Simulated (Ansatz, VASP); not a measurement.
# Cross-check of InSe between VASP and Ansatz, part 2 of 2

One calculation is typed for both programs; each brings its own data sets. How far apart do they land? The cell is taken from a series of runs on this material, whose earlier steps may have relaxed, scaled, displaced or heated it; both programs get it as it stands.

VASP 6.6.1 and Ansatz 0.2.0.

So far: Set-up; Ansatz: G0W0 gap, PBE.

### Step 3. VASP: G0W0 gap, PBE

Level of this step: G0W0 on PBE; plane waves and PAW (In_d_GW, Se_GW) (VASP).

The same cell, functional and mesh now go to VASP, with its own data sets.

Lines of VASP's logs that name or quote its potential files are left out, and so is its time.

The run reads the wave functions of an earlier VASP run, which isn't shown here.

INCAR

```
SYSTEM = InSe
PREC = Accurate
ENCUT = 300
ISMEAR = 0
SIGMA = 0.01
LREAL = .FALSE.
GGA = PE
NBANDS = 496
ALGO = EVGW0
NELMGW = 1
ENCUTGW = 90
NOMEGA = 64
PRECFOCK = Fast
NBANDSGW = 48
LWAVE = .FALSE.
LCHARG = .FALSE.
```

POSCAR

```
InSe
1.0
    4.0336034873      0.0000000000      0.0000000000
   -2.0168017436      3.4932030888      0.0000000000
    0.0000000000      0.0000000000     16.7524956784
In Se
4 4
Direct
    0.3333333333      0.6666666667      0.1666143941
    0.6666666667      0.3333333333      0.6666143941
    0.3333333333      0.6666666667      0.3333856059
    0.6666666667      0.3333333333      0.8333856059
    0.3333333333      0.6666666667      0.5898925023
    0.6666666667      0.3333333333      0.0898925023
    0.3333333333      0.6666666667      0.9101074977
    0.6666666667      0.3333333333      0.4101074977
```

KPOINTS

```
Automatic mesh
0
Gamma
6 6 2
0 0 0
```

Potentials, in the order of the species: In_d_GW and Se_GW (PBE family, release 64).

Command:

```bash
$ mpirun -np 16 vasp_std
```

Numbers of over 12 decimals in the logs are rounded to 6 here.

The log of the run:

```text
[banner, memory and clock lines left out]
running   16 mpi-ranks, on    1 nodes
 distrk:  each k-point on   16 cores,    1 groups
 distr:  one band on    1 cores,   16 groups

 POSCAR found type information on POSCAR InSe
 POSCAR found :  2 types and       8 ions
|                                                                             |
|           W    W    AA    RRRRR   N    N  II  N    N   GGGG   !!!           |
|           W    W   A  A   R    R  NN   N  II  NN   N  G    G  !!!           |
|           W    W  A    A  R    R  N N  N  II  N N  N  G       !!!           |
|           W WW W  AAAAAA  RRRRR   N  N N  II  N  N N  G  GGG   !            |
|           WW  WW  A    A  R   R   N   NN  II  N   NN  G    G                |
|           W    W  A    A  R    R  N    N  II  N    N   GGGG   !!!           |
|                                                                             |
|     For optimal performance we recommend to set                             |
|       NCORE = 2 up to number-of-cores-per-socket                            |
|     NCORE specifies how many cores store one orbital (NPAR=cpu/NCORE).      |
|     This setting can greatly improve the performance of VASP for DFT.       |
|     The default, NCORE=1 might be grossly inefficient on modern             |
|     multi-core architectures or massively parallel machines. Do your        |
|     Unfortunately you need to use the default for GW and RPA                |
|     calculations (for HF NCORE is supported but not extensively tested      |
|     yet).                                                                   |
|                                                                             |

|                                                                             |
|           W    W    AA    RRRRR   N    N  II  N    N   GGGG   !!!           |
|           W    W   A  A   R    R  NN   N  II  NN   N  G    G  !!!           |
|           W    W  A    A  R    R  N N  N  II  N N  N  G       !!!           |
|           W WW W  AAAAAA  RRRRR   N  N N  II  N  N N  G  GGG   !            |
|           WW  WW  A    A  R   R   N   NN  II  N   NN  G    G                |
|           W    W  A    A  R    R  N    N  II  N    N   GGGG   !!!           |
|                                                                             |
|     The default for ENCUTGWSOFT is different in this version of VASP.       |
|     please manually set ENCUTGWSOFT =90 in the INCAR file.                  |
|                                                                             |

 LDA part: xc-table for (Slater+PW92), standard interpolation
 found WAVECAR, reading the header
 POSCAR, INCAR and KPOINTS ok, starting setup
 FFT: planning ... GRIDC
 FFT: planning ... GRID_SOFT
 FFT: planning ... GRID
 reading WAVECAR
 the WAVECAR file was read successfully
 initial charge from wavefunction
 available memory per node:     17.04 GB, setting MAXMEM to     17446

 The Fermi energy was updated, please check that it is located mid-gap
 values below the HOMO (VB) or above the LUMO (CB) will cause erroneous energies
 E-fermi :   3.2370

 calculate exact exchange contribution
 the WAVEDER file was read successfully
|                                                                             |
|           W    W    AA    RRRRR   N    N  II  N    N   GGGG   !!!           |
|           W    W   A  A   R    R  NN   N  II  NN   N  G    G  !!!           |
|           W    W  A    A  R    R  N N  N  II  N N  N  G       !!!           |
|           W WW W  AAAAAA  RRRRR   N  N N  II  N  N N  G  GGG   !            |
|           WW  WW  A    A  R   R   N   NN  II  N   NN  G    G                |
|           W    W  A    A  R    R  N    N  II  N    N   GGGG   !!!           |
|                                                                             |
|     Automatic setting of frequency mesh for GW failed. Frequency mesh       |
|     properly not suitable for determining QP energies. Consider             |
|     increasing number of kpoints.                                           |
|                                                                             |

energies w=
    0.000    0.000    0.169    0.000    0.337    0.000    0.504    0.000
    0.670    0.000    0.835    0.000    0.998    0.000    1.159    0.000
    1.318    0.000    1.475    0.000    1.629    0.000    1.782    0.000
    1.932    0.000    2.080    0.000    2.227    0.000    2.372    0.000
    2.515    0.000    2.657    0.000    2.798    0.000    2.938    0.000
    3.078    0.000    3.218    0.000    3.358    0.000    3.498    0.000
    3.640    0.000    3.783    0.000    3.927    0.000    4.074    0.000
    4.223    0.000    4.376    0.000    4.533    0.000    4.694    0.000
    4.860    0.000    5.031    0.000    5.209    0.000    5.396    0.000
    5.591    0.000    5.796    0.000    6.013    0.000    6.242    0.000
    6.487    0.000    6.749    0.000    7.032    0.000    7.337    0.000
    7.671    0.000    8.036    0.000    8.439    0.000    8.887    0.000
    9.389    0.000    9.956    0.000   10.603    0.000   11.350    0.000
   12.221    0.000   13.252    0.000   14.492    0.000   16.012    0.000
   17.919    0.000   20.379    0.000   23.673    0.000   28.301    0.000
   35.270    0.000   46.929    0.000   70.342    0.000  141.037    0.000
 responsefunction array rank=     480
 LDA part: xc-table for (Slater+PW92), standard interpolation

 min. memory requirement per mpi rank    615.2 MB, per node   9843.3 MB

 allocating   4 responsefunctions rank=   480
 shmem allocating  64 responsefunctions rank=   480
 response function shared by NCSHMEM nodes    1
 Doing            4  frequencies on each core in blocks of           64
NQ=   1    0.0000    0.0000    0.0000,
|.........|.........|.........|.........|.........|.........|.........|.........
 performed       3172000 updates of chi_q(r,r)
 total number of BLAS operations       5162.81 Gflops
NQ=   2    0.1667    0.0000    0.0000,
|.........|.........|.........|.........|.........|.........|.........|.........
 performed       8535000 updates of chi_q(r,r)
 total number of BLAS operations      13967.32 Gflops
NQ=   3    0.3333    0.0000    0.0000,
|.........|.........|.........|.........|.........|.........|.........|.........
 performed      13898000 updates of chi_q(r,r)
 total number of BLAS operations      22733.00 Gflops
NQ=   4    0.5000    0.0000    0.0000,
|.........|.........|.........|.........|.........|.........|.........|.........
 performed      18023000 updates of chi_q(r,r)
 total number of BLAS operations      29535.02 Gflops
NQ=   5    0.1667    0.1667    0.0000,
|.........|.........|.........|.........|.........|.........|.........|.........
 performed      23386000 updates of chi_q(r,r)
 total number of BLAS operations      38339.53 Gflops
NQ=   6    0.3333    0.1667    0.0000,
|.........|.........|.........|.........|.........|.........|.........|.........
 performed      29320000 updates of chi_q(r,r)
 total number of BLAS operations      48605.08 Gflops
NQ=   7    0.3333    0.3333    0.0000,
|.........|.........|.........|.........|.........|.........|.........|.........
 performed      32968000 updates of chi_q(r,r)
 total number of BLAS operations      54917.05 Gflops
NQ=   8    0.0000    0.0000    0.5000,
|.........|.........|.........|.........|.........|.........|.........|.........
 performed      36140000 updates of chi_q(r,r)
 total number of BLAS operations      60524.02 Gflops
NQ=   9    0.1667    0.0000    0.5000,
|.........|.........|.........|.........|.........|.........|.........|.........
 performed      41503000 updates of chi_q(r,r)
 total number of BLAS operations      69212.30 Gflops
NQ=  10    0.3333    0.0000    0.5000,
|.........|.........|.........|.........|.........|.........|.........|.........
 performed      46866000 updates of chi_q(r,r)
 total number of BLAS operations      78291.02 Gflops
NQ=  11    0.5000    0.0000    0.5000,
|.........|.........|.........|.........|.........|.........|.........|.........
 performed      50991000 updates of chi_q(r,r)
 total number of BLAS operations      85519.02 Gflops
NQ=  12    0.1667    0.1667    0.5000,
|.........|.........|.........|.........|.........|.........|.........|.........
 performed      56354000 updates of chi_q(r,r)
 total number of BLAS operations      94053.53 Gflops
NQ=  13    0.3333    0.1667    0.5000,
|.........|.........|.........|.........|.........|.........|.........|.........
 performed      62288000 updates of chi_q(r,r)
 total number of BLAS operations     104099.50 Gflops
NQ=  14    0.3333    0.3333    0.5000,
|.........|.........|.........|.........|.........|.........|.........|.........
 performed      65936000 updates of chi_q(r,r)
 total number of BLAS operations     110825.26 Gflops
 resolving degeneracies of screened two electron integrals

 calculate QP shifts <psi_nk| G(iteration)W_0 |psi_nk>: iteration 1
 entering main loop
```

From OUTCAR (step 3):

```text
ion  position               nearest neighbor table
   1  0.333  0.667  0.167-   6 2.66   6 2.66   6 2.66   3 2.79
   2  0.667  0.333  0.667-   5 2.66   5 2.66   5 2.66   4 2.79
   3  0.333  0.667  0.333-   8 2.66   8 2.66   8 2.66   1 2.79
   4  0.667  0.333  0.833-   7 2.66   7 2.66   7 2.66   2 2.79
   5  0.333  0.667  0.590-   2 2.66   2 2.66   2 2.66
   6  0.667  0.333  0.090-   1 2.66   1 2.66   1 2.66
   7  0.333  0.667  0.910-   4 2.66   4 2.66   4 2.66
   8  0.667  0.333  0.410-   3 2.66   3 2.66   3 2.66

  LATTYP: Found a hexagonal cell.
 ALAT       =     4.0336034873
 C/A-ratio  =     4.1532331403

 Subroutine GETGRP returns: Found 24 space group operations
 (whereof 12 operations were pure point group operations)

The static configuration has the point symmetry D_3d.
 The point group associated with its full space group is D_6h.

 Found     14 irreducible k-points:

   k-points           NKPTS =     14   k-points in BZ     NKDIM =     72   number of bands    NBANDS=    496

   dimension x,y,z NGX =    24 NGY =   24 NGZ =   96
   dimension x,y,z NGXF=    48 NGYF=   48 NGZF=  192

   ENCUT  =  300.0 eV  22.05 Ry    4.70 a.u.   5.70  5.70 23.66*2*pi/ulx,y,z

   NELECT =      76.0000    total number of electrons

  energy-cutoff  :      300.00
  volume of cell :      236.05
      direct lattice vectors                 reciprocal lattice vectors
     4.033603487  0.000000000  0.000000000     0.247917279  0.143135108  0.000000000
    -2.016801744  3.493203089  0.000000000     0.000000000  0.286270215  0.000000000
     0.000000000  0.000000000 16.752495678     0.000000000  0.000000000  0.059692599

 k-points in reciprocal lattice and weights: Automatic mesh
   0.00000000  0.00000000  0.00000000       0.014
   0.16666667  0.00000000  0.00000000       0.083
   0.33333333  0.00000000  0.00000000       0.083
   0.50000000  0.00000000  0.00000000       0.042
   0.16666667  0.16666667  0.00000000       0.083
   0.33333333  0.16666667  0.00000000       0.167
   0.33333333  0.33333333  0.00000000       0.028
   0.00000000  0.00000000  0.50000000       0.014
   0.16666667  0.00000000  0.50000000       0.083
[...]
0.33333333  0.16666667  0.50000000       0.167
   0.33333333  0.33333333  0.50000000       0.028

 E-fermi :   3.2370

 QP shifts <psi_nk| G(iteration)W_0 |psi_nk>: iteration 1
 for sc-GW calculations column KS-energies equals QP-energies in previous step
 and V_xc(KS)=  KS-energies - (<T + V_ion + V_H > + <T+V_H+V_ion>^1  + <V_x>^1)
 k-point   1 :       0.0000    0.0000    0.0000
  band No.  KS-energies  QP-energies   sigma(KS)   V_xc(KS)     V^pw_x(r,r')   Z            occupation Imag(sigma)
    ...
     35       1.8926       1.4420     -12.8526     -12.2320     -14.5191       0.7260       2.0000       0.1052
     36       1.9689       1.5312     -12.9134     -12.3112     -14.5623       0.7267       2.0000       0.1034
     37       1.9689       1.5312     -12.9134     -12.3112     -14.5623       0.7267       2.0000       0.1034
     38       3.0702       2.6477     -12.1983     -11.6270     -13.1413       0.7397       2.0000       0.0934
     39       3.4037       3.6221     -10.2553     -10.5381      -7.2674       0.7723       0.0000       0.0372
     40       4.7815       5.0619     -10.9223     -11.2953      -7.6030       0.7518       0.0000       0.0225
     41       5.1723       5.3843      -9.5972      -9.8723      -5.8557       0.7708       0.0000       0.0153
     42       5.1723       5.3843      -9.5972      -9.8723      -5.8557       0.7708       0.0000       0.0153
    ...

 k-point   2 :       0.1667    0.0000    0.0000
  band No.  KS-energies  QP-energies   sigma(KS)   V_xc(KS)     V^pw_x(r,r')   Z            occupation Imag(sigma)
    ...
     35       1.6109       1.1327     -12.6833     -12.0226     -14.3984       0.7238       2.0000       0.1070
     36       1.7257       1.2621     -12.7998     -12.1603     -14.5051       0.7250       2.0000       0.1051
     37       2.0071       1.4736     -11.6613     -10.9319     -12.9636       0.7315       2.0000       0.0997
     38       2.8311       2.3868     -12.2530     -11.6496     -13.3445       0.7364       2.0000       0.0982
     39       4.6361       4.9357     -10.8940     -11.2897      -7.6939       0.7572       0.0000       0.0345
     40       5.1620       5.5100     -11.1408     -11.6078      -7.6665       0.7451       0.0000       0.0293
     41       5.6584       5.8243      -9.2197      -9.4362      -5.3784       0.7663       0.0000       0.0075
     42       5.9655       6.1876      -9.5225      -9.8148      -5.5723       0.7599       0.0000       0.0064
    ...

 k-point   3 :       0.3333    0.0000    0.0000
  band No.  KS-energies  QP-energies   sigma(KS)   V_xc(KS)     V^pw_x(r,r')   Z            occupation Imag(sigma)
    ...
     35       1.1853       0.6748     -12.1571     -11.4390     -14.0479       0.7109       2.0000       0.1130
     36       1.2876       0.7836     -12.6147     -11.9146     -14.4398       0.7199       2.0000       0.1095
     37       1.8406       1.3059     -11.6320     -10.9003     -12.9096       0.7307       2.0000       0.1075
     38       2.0540       1.5209     -11.8386     -11.1130     -13.0523       0.7347       2.0000       0.1046
     39       4.5109       4.5549      -8.5891      -8.6458      -5.1159       0.7747       0.0000      -0.0024
     40       4.6408       4.8966     -10.4341     -10.7698      -6.9737       0.7622       0.0000       0.0398
     41       5.1054       5.4224     -10.6875     -11.1082      -7.0448       0.7535       0.0000       0.0329
     42       5.2257       5.3406      -9.2552      -9.4065      -5.6778       0.7600       0.0000      -0.0021
    ...

 k-point   4 :       0.5000    0.0000    0.0000
  band No.  KS-energies  QP-energies   sigma(KS)   V_xc(KS)     V^pw_x(r,r')   Z            occupation Imag(sigma)
    ...
     35       0.9813       0.3730     -11.0589     -10.2181     -12.5203       0.7236       2.0000       0.1147
     36       1.0013       0.4766     -11.9774     -11.2332     -13.9735       0.7050       2.0000       0.1146
     37       1.0908       0.5715     -12.5397     -11.8156     -14.4196       0.7173       2.0000       0.1117
     38       1.7187       1.1536     -11.5748     -10.8075     -12.7734       0.7365       2.0000       0.1057
     39       4.1713       4.3659     -10.0495     -10.3017      -6.6380       0.7718       0.0000       0.0401
     40       4.2725       4.3078      -8.7923      -8.8380      -5.5108       0.7717       0.0000      -0.0061
     41       4.9916       5.0859      -9.3206      -9.4447      -5.8827       0.7595       0.0000      -0.0033
     42       5.0003       5.2960     -10.6002     -10.9915      -6.9446       0.7557       0.0000       0.0339
    ...

[... 4 further parts left out ...]
```

### Step 4. Differences

Known differences besides the potentials themselves: fixed occupations in Ansatz, narrow Gaussian smearing in VASP; the data sets hold 116 valence electrons in Ansatz (on its PAW soft_1 files) and 76 in VASP; the cutoff is 420 eV in Ansatz and 300 eV in VASP; VASP leaves aspherical gradient terms in its spheres out (LASPH is not set), Ansatz keeps them; Ansatz integrates over frequency by contour deformation, VASP on a grid of NOMEGA points; Ansatz's G0W0 levels solve the quasiparticle equation, VASP's are linearised. Total energies have different zeros and are not compared.

Both answers:

| quantity | Ansatz | VASP | difference |
| --- | --- | --- | --- |
| G0W0 gap on the mesh (eV) | 0.92 | 0.97 | -0.06 |
| Kohn-Sham gap under it (eV) | 0.36 | 0.33 | +0.02 |

VASP's log warns that its frequency grid doesn't suit quasiparticle energies on this mesh.

### Step 5. What came out

```yaml
difference_in_g0w0_gap_on_the_mesh_g0w0_gap_pbe: -0.058 eV
```

What this shows: The difference in G0W0 gap on the mesh is -0.058 eV (G0W0 gap, PBE). The data sets hold unlike numbers of valence electrons (116 in Ansatz and 76 in VASP), so part of the differences comes from the potentials. Such differences can come from data sets, numerical settings and the points named under the comparisons, not from the functional's error against experiment.

[Lines on the potential files, build, host, timing and source positions are cut from VASP's logs without a mark.]

[Logs are printed without paths, hosts, clocks, repeated set-up lines and the standing remarks that a program may print on its own settings, such as how far it seeks lower states.]

[Hosts, paths, dates, database ids (printed as entryN), source tags and the programs' standing remarks are cut or masked in the printed files.]
